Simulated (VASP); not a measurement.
# WSe2: which input changes matter, part 3 of 3

Aim: change the input of a sound run on WSe2 piece by piece and see what each change does. All runs use PBEsol. The start is a cell from a database of measured crystal structures.

VASP 6.6.1, plane waves and PAW; the level of theory is named at each step.

So far. Step 5 (Self-consistent run (PBEsol) with a changed input, try …): Energy and pressure equal those of the reference run, within 0.01 meV an atom and 0.01 GPa.

The database entry behind the starting cell differs from later determinations by our own check (a about 0.2 % long), so it need not match the best structure at ambient conditions.

## (8) Total energy, forces and stress (PBEsol) with a changed input

This step: PBEsol; plane waves and PAW (W, Se) (VASP 6.6.1).

A single point gives energy, forces and stress at these settings. Some settings are moved from the usual, to see what they do.

INCAR

```
SYSTEM = WSe2
PREC = Medium
ENCUT = 800
EDIFF = 1E-06
NELM = 100
ISMEAR = -1
SIGMA = 0.05
LREAL = .FALSE.
ALGO = Normal
GGA = PS
NBANDS = 24
LASPH = .TRUE.
LORBIT = 11
LWAVE = .FALSE.
LCHARG = .FALSE.
KPAR = 4
ISIF = 2
```

POSCAR

```
WSe2
1.0
    3.2900000000      0.0000000000      0.0000000000
   -1.6450000000      2.8492235785      0.0000000000
    0.0000000000      0.0000000000     12.9700000000
W Se
2 4
Direct
    0.3333333333      0.6666666667      0.2500000000
    0.6666666667      0.3333333333      0.7500000000
    0.3333333333      0.6666666667      0.6210000000
    0.6666666667      0.3333333333      0.1210000000
    0.3333333333      0.6666666667      0.8790000000
    0.6666666667      0.3333333333      0.3790000000
```

KPOINTS

```
Automatic mesh
0
Gamma
7 7 2
0 0 0
```

Potentials, in the order of the species: W and Se (PBE family, release 64).

Run with:

```console
mpirun -np 4 vasp_std
```

The program printed:

```text
[... set-up lines as in an earlier step ...]
 entering main loop
       N       E                     dE             d eps       ncg     rms          rms(c)
DAV:   1     0.235613289120E+03    0.23561E+03   -0.19684E+04   768   0.184E+03
DAV:   2    -0.271743010079E+02   -0.26279E+03   -0.25331E+03  1016   0.320E+02
DAV:   3    -0.483100557420E+02   -0.21136E+02   -0.20965E+02  1048   0.811E+01
DAV:   4    -0.487313478251E+02   -0.42129E+00   -0.41989E+00  1008   0.125E+01
DAV:   5    -0.487400602922E+02   -0.87125E-02   -0.87058E-02  1064   0.158E+00    0.318E+01
DAV:   6    -0.471268826931E+02    0.16132E+01   -0.76982E+00  1144   0.133E+01    0.125E+01
DAV:   7    -0.468620135278E+02    0.26487E+00   -0.40158E+00  1056   0.103E+01    0.791E+00
DAV:   8    -0.466729282531E+02    0.18909E+00   -0.61889E-01  1088   0.481E+00    0.585E-01
DAV:   9    -0.466713722653E+02    0.15560E-02   -0.53567E-02  1024   0.125E+00    0.412E-01
DAV:  10    -0.466706520880E+02    0.72018E-03   -0.55432E-03  1024   0.428E-01    0.221E-01
DAV:  11    -0.466706150336E+02    0.37054E-04   -0.70449E-04   960   0.140E-01    0.159E-01
DAV:  12    -0.466706189634E+02   -0.39297E-05   -0.19045E-04  1128   0.804E-02    0.364E-02
DAV:  13    -0.466706205865E+02   -0.16232E-05   -0.15321E-05  1104   0.210E-02    0.945E-03
DAV:  14    -0.466706205635E+02    0.23039E-07   -0.13119E-06   688   0.668E-03
   1 F= -.46670621E+02 E0= -.46670620E+02  d E =-.135512E-05
```

Run time: 8.2 s. Hardware: 4 MPI ranks of Intel Xeon 6975P-C (Granite Rapids), shared host; peak memory 0.79 GiB.

From OUTCAR (step 8):

```text
   ENCUT  =  800.0 eV  58.80 Ry    7.67 a.u.   7.59  7.59 29.91*2*pi/ulx,y,z

   NELECT =      36.0000    total number of electrons

 E-fermi :   5.6583

 k-point     1 :       0.0000    0.0000    0.0000
  band No.  band energies     occupation
    ...
     14       3.6758      2.00000
     15       3.6758      2.00000
     16       4.0381      2.00000
     17       4.1468      2.00000
     18       5.1664      1.99989
     19       7.8217      0.00000
     20       7.8218      0.00000
     21       7.8742      0.00000
     22       7.8742      0.00000
     23       7.9228      0.00000
    ...

  Total       -1.4081318     -1.4081318     -0.5607232      0.0000000      0.0000000      0.0000000
  in kB      -18.5563036    -18.5563036     -7.3891876      0.0000000      0.0000000      0.0000000
  external PRESSURE =     -14.8339316 kB  Pullay stress =       0.0000000 kB

 POSITION                                       TOTAL-FORCE (eV/Angst)
 -----------------------------------------------------------------------------------
     -0.00000      1.89948      3.24250        -0.000000      0.000000     -0.000000
      1.64500      0.94974      9.72750         0.000000      0.000000     -0.000000
     -0.00000      1.89948      8.05437        -0.000000     -0.000000      0.152757
      1.64500      0.94974      1.56937         0.000000     -0.000000      0.152757
     -0.00000      1.89948     11.40063        -0.000000      0.000000     -0.152757
      1.64500      0.94974      4.91563         0.000000      0.000000     -0.152757
 -----------------------------------------------------------------------------------
    total drift:                               -0.000000      0.000000     -0.000000

  FREE ENERGIE OF THE ION-ELECTRON SYSTEM (eV)
  ---------------------------------------------------
  free  energy   TOTEN  =       -46.6706205635 eV

  energy  without entropy=      -46.6706192084  energy(sigma->0) =      -46.67061989

[... 6 parts as in an earlier step ...]

[... 10 further parts left out ...]
```

The run converged, and its energy and pressure stay near those of the sound run.

Against the sound run on this cell (reference run) the energy at zero smearing moves by -0.8 meV an atom and the pressure by +0.05 GPa.

Settings moved from the usual: ENCUT = 800 and PREC = Medium.

PREC = Medium changes the FFT grids.

## (9) Full relaxation (PBEsol)

The start need not lie at this functional's minimum. ISIF = 3 frees volume, shape and positions, and EDIFFG sets the threshold on forces and stress at which the search stops.

Edit INCAR of step 8 so:

```diff
@@ -1,4 +1,4 @@
 SYSTEM = WSe2
-PREC = Medium
-ENCUT = 800
+PREC = Accurate
+ENCUT = 400
 EDIFF = 1E-06
@@ -16,2 +16,5 @@
 KPAR = 4
-ISIF = 2
+IBRION = 2
+NSW = 60
+ISIF = 3
+EDIFFG = -0.01
```

POSCAR is that of step 8.

KPOINTS is that of step 8.

Run with:

```console
mpirun -np 4 vasp_std
```

The program printed:

```text
[... set-up lines as in an earlier step ...]
 entering main loop
       N       E                     dE             d eps       ncg     rms          rms(c)
[... 13 cycles as in an earlier step ...]
DAV:  14    -0.466657660151E+02    0.13466E-06   -0.11363E-06   696   0.635E-03
   1 F= -.46665766E+02 E0= -.46665765E+02  d E =-.466658E+02
 curvature:   0.00 expect dE= 0.000E+00 dE for cont linesearch  0.000E+00
 trial: gam= 0.00000 g(F)=  0.445E-02 g(S)=  0.368E-01 ort = 0.000E+00 (trialstep = 0.100E+01)
 search vector abs. value=  0.412E-01
 bond charge predicted
       N       E                     dE             d eps       ncg     rms          rms(c)
DAV:   1    -0.467084313967E+02   -0.42665E-01   -0.22694E+00   784   0.815E+00    0.267E+00
DAV:   2    -0.466666426469E+02    0.41789E-01   -0.85682E-02   904   0.163E+00    0.179E+00
DAV:   3    -0.466496562773E+02    0.16986E-01   -0.57867E-02   880   0.111E+00    0.225E-01
DAV:   4    -0.466496138797E+02    0.42398E-04   -0.18704E-03   968   0.242E-01    0.190E-01
DAV:   5    -0.466496302682E+02   -0.16388E-04   -0.30437E-04  1016   0.116E-01    0.480E-02
DAV:   6    -0.466496045783E+02    0.25690E-04   -0.93655E-05   960   0.449E-02    0.900E-03
DAV:   7    -0.466496035288E+02    0.10495E-05   -0.17200E-05   928   0.208E-02    0.116E-02
DAV:   8    -0.466496027555E+02    0.77332E-06   -0.91782E-07   576   0.502E-03
   2 F= -.46649603E+02 E0= -.46649602E+02  d E =0.161633E-01
[... from here on, the cycles between the ionic steps are left out ...]
   3 F= -.46673390E+02 E0= -.46673389E+02  d E =-.762394E-02
   4 F= -.46675755E+02 E0= -.46675754E+02  d E =-.236472E-02
   5 F= -.46675756E+02 E0= -.46675755E+02  d E =-.236573E-02
   6 F= -.46676170E+02 E0= -.46676169E+02  d E =-.413815E-03
   7 F= -.46677202E+02 E0= -.46677202E+02  d E =-.144664E-02
   8 F= -.46678388E+02 E0= -.46678388E+02  d E =-.263219E-02
   9 F= -.46677769E+02 E0= -.46677768E+02  d E =-.201287E-02
 curvature:  32.37 expect dE= 0.687E-02 dE for cont linesearch  0.284E-02
 ZBRENT: bracketing found
 ZBRENT: interpolating
 opt :  12.4468  next Energy=   -46.678618 (dE=-0.286E-02)
 bond charge predicted
       N       E                     dE             d eps       ncg     rms          rms(c)
DAV:   1    -0.466881523145E+02   -0.10383E-01   -0.14539E+00   768   0.555E+00    0.822E-01
DAV:   2    -0.466813627888E+02    0.67895E-02   -0.72359E-02   832   0.168E+00    0.384E-01
DAV:   3    -0.466795982086E+02    0.17646E-02   -0.28111E-03   992   0.286E-01    0.214E-01
DAV:   4    -0.466785862666E+02    0.10119E-02   -0.34797E-03   792   0.245E-01    0.732E-02
DAV:   5    -0.466785808928E+02    0.53738E-05   -0.18249E-04  1056   0.802E-02    0.725E-02
DAV:   6    -0.466785863249E+02   -0.54321E-05   -0.43728E-05  1048   0.357E-02    0.342E-02
DAV:   7    -0.466785833448E+02    0.29800E-05   -0.37228E-05  1040   0.346E-02    0.492E-03
DAV:   8    -0.466785832890E+02    0.55804E-07   -0.15935E-06   600   0.805E-03
  10 F= -.46678583E+02 E0= -.46678583E+02  d E =-.282760E-02
 curvature:  -2.62 expect dE=-0.115E-03 dE for cont linesearch -0.176E-05
 trial: gam= 0.16449 g(F)=  0.416E-06 g(S)=  0.434E-04 ort =-0.192E-04 (trialstep = 0.319E+01)
 search vector abs. value=  0.524E-04
 reached required accuracy - stopping structural energy minimisation
```

Wall time 41 s (4 MPI ranks); peak memory 0.9 GiB; 2.6 min of CPU time.

From OUTCAR (step 9):

```text
   NELECT =      36.0000    total number of electrons

 E-fermi :   5.5673

 k-point     1 :       0.0000    0.0000    0.0000
  band No.  band energies     occupation
    ...
     14       3.6528      2.00000
     15       3.6528      2.00000
     16       3.8740      2.00000
     17       3.9292      2.00000
     18       5.0263      1.99996
     19       7.8472      0.00000
     20       7.8472      0.00000
     21       7.8895      0.00000
     22       7.8895      0.00000
     23       7.9664      0.00000
    ...

  Total       -0.0494400     -0.0494400     -0.0226321      0.0000000      0.0000000      0.0000000
  in kB       -0.6485253     -0.6485253     -0.2968754      0.0000000      0.0000000      0.0000000
  external PRESSURE =      -0.5313086 kB  Pullay stress =       0.0000000 kB

 POSITION                                       TOTAL-FORCE (eV/Angst)
 -----------------------------------------------------------------------------------
     -0.00000      1.88732      3.29957         0.000000      0.000000     -0.000000
      1.63447      0.94366      9.89870         0.000000      0.000000     -0.000000
     -0.00000      1.88732      8.22471         0.000000      0.000000      0.001468
      1.63447      0.94366      1.62558        -0.000000     -0.000000      0.001468
     -0.00000      1.88732     11.57269         0.000000      0.000000     -0.001468
      1.63447      0.94366      4.97356        -0.000000     -0.000000     -0.001468
 -----------------------------------------------------------------------------------
    total drift:                               -0.000000      0.000000     -0.000000

  FREE ENERGIE OF THE ION-ELECTRON SYSTEM (eV)
  ---------------------------------------------------
  free  energy   TOTEN  =       -46.6785832890 eV

  energy  without entropy=      -46.6785827452  energy(sigma->0) =      -46.67858302

[... 9 parts as in an earlier step ...]

[... 9 further parts left out ...]
```

CONTCAR:

```
WSe2
   1.00000000000000
     3.2689418280318701   -0.0000000000000000    0.0000000000000000
    -1.6344709140159350    2.8309866666173908   -0.0000000000000000
     0.0000000000000000   -0.0000000000000000   13.1982635043540437
  W               Se
     2     4
Direct
     0.3333333332999970    0.6666666667000030    0.2500000000000000
     0.6666666667000030    0.3333333332999970    0.7500000000000000
     0.3333333332999970    0.6666666667000030    0.6231658910664387
     0.6666666667000030    0.3333333332999970    0.1231658910664387
     0.3333333332999970    0.6666666667000030    0.8768341089335613
     0.6666666667000030    0.3333333332999970    0.3768341089335613
```

The bonds form layers, held to each other by dispersion, which PBEsol lacks, so the spacing between them is unreliable. The run keeps the 24 symmetry operations of its start, so it cannot find a distortion of lower symmetry.

Relaxation path:

```tsv
step	energy less that of the first step (eV)	largest force (eV/Å)	pressure (GPa)	volume (Å³)
1	0.0000	0.1519	-1.54	121.58
2	0.0162	0.4000	3.32	118.19
3	-0.0076	0.0419	0.14	120.34
4	-0.0100	0.0473	0.08	120.22
5	-0.0100	0.0462	0.08	120.22
6	-0.0104	0.0428	0.06	120.36
7	-0.0114	0.0341	0.02	120.76
8	-0.0126	0.0166	-0.03	121.56
9	-0.0120	0.0187	-0.10	123.17
10	-0.0128	0.0015	-0.05	122.14
```

```tsv
conventional cell, symmetrised	before	after	change
a (Å)	3.290	3.269	-0.6 %
b (Å)	3.290	3.269	-0.6 %
c (Å)	12.970	13.198	+1.8 %
volume (Å³/atom)	20.26	20.36	+0.5 %
```

The atoms that moved most (Å, as changes of fractional coordinates times the final cell):

```tsv
atom	dx	dy	dz	length
Se4	0.000	0.000	0.029	0.029
Se3	0.000	0.000	0.029	0.029
Se6	0.000	0.000	-0.029	0.029
Se5	0.000	0.000	-0.029	0.029
```

Final coordinates:

```cif
data_structure
_symmetry_space_group_name_H-M 'P 1'
_symmetry_Int_Tables_number 1
_cell_length_a 3.2689
_cell_length_b 3.2689
_cell_length_c 13.1983
_cell_angle_alpha 90.000
_cell_angle_beta 90.000
_cell_angle_gamma 120.000
_cell_volume 122.14
loop_
_atom_site_label
_atom_site_type_symbol
_atom_site_fract_x
_atom_site_fract_y
_atom_site_fract_z
_atom_site_occupancy
W1 W 0.33333 0.66667 0.25000 1
W2 W 0.66667 0.33333 0.75000 1
Se3 Se 0.33333 0.66667 0.62317 1
Se4 Se 0.66667 0.33333 0.12317 1
Se5 Se 0.33333 0.66667 0.87683 1
Se6 Se 0.66667 0.33333 0.37683 1
```

This step gave:

```
free energy (TOTEN)             : -46.68 eV
Fermi energy                    : 5.567 eV
pressure                        : -0.05313 GPa
SCF cycles over all ionic steps : 75
gap on the k-mesh               : 1.177 eV
least direct gap on the k-mesh  : 2.019 eV
```

It ends with a largest force of 0.001 eV/Å and a pressure of -0.05 GPa.

## (10) Side by side

| changed | job | ended | energy (meV/atom) | pressure (GPa) | volume (%) |
| --- | --- | --- | --- | --- | --- |
| EDIFF = 1e-05 | single point | converged | +0.00 | +0.00 | - |
| ISPIN = 2, NUPDOWN = 60 | single point | timeout | - | - | - |
| AMIX = 0.1, ALGO = VeryFast | single point | converged | -0.00 | -0.00 | - |
| ENCUT = 200, ISYM = 1, NELECT = 37.0 | relaxation | converged, with a warning or advice | - | - | +14.4 |
| ISPIN = 2, NUPDOWN = 40 | relaxation | timeout | - | - | - |
| ENCUT = 800, PREC = Medium | single point | converged | -0.81 | +0.05 | - |

## (11) Outcome

```
EDIFF = 1e-05 (single point)                      : converged, +0.00 meV/atom
ISPIN = 2, NUPDOWN = 60 (single point)            : timeout
AMIX = 0.1, ALGO = VeryFast (single point)        : converged, -0.00 meV/atom
ENCUT = 200, ISYM = 1, NELECT = 37.0 (relaxation) : converged, with a warning or advice, volume +14.4 %
ISPIN = 2, NUPDOWN = 40 (relaxation)              : timeout
ENCUT = 800, PREC = Medium (single point)         : converged, -0.81 meV/atom
```

In words: Changes that show themselves, by a stop, a warning or no convergence: ISPIN = 2, NUPDOWN = 60; ENCUT = 200, ISYM = 1, NELECT = 37.0; ISPIN = 2, NUPDOWN = 40 (where several settings stand together, the step names the one at fault, if it is known). Changes with no effect beyond 1 meV an atom and 0.1 GPa here: EDIFF = 1e-05; AMIX = 0.1, ALGO = VeryFast; ENCUT = 800, PREC = Medium. Differences of single points are from the reference run, and of volumes from the sound relaxation. The bonds form layers, and without a dispersion term the spacing between them, and what depends on it, is unreliable.

[Lines on the potential files, build, host, timing and source positions are cut from VASP's logs without a mark.]

[Logs are printed without paths, hosts, clocks, repeated set-up lines and the standing remarks that a program may print on its own settings, such as how far it seeks lower states.]

[Hosts, paths, dates, database ids (printed as entryN), source tags and the programs' standing remarks are cut or masked in the printed files.]

[A measured line is paired with the nearest computed mode of its activity, which favours agreement.]

[In band tables of VASP the shares of atoms and orbitals are scaled to a sum of 1 inside the atoms' spheres.]
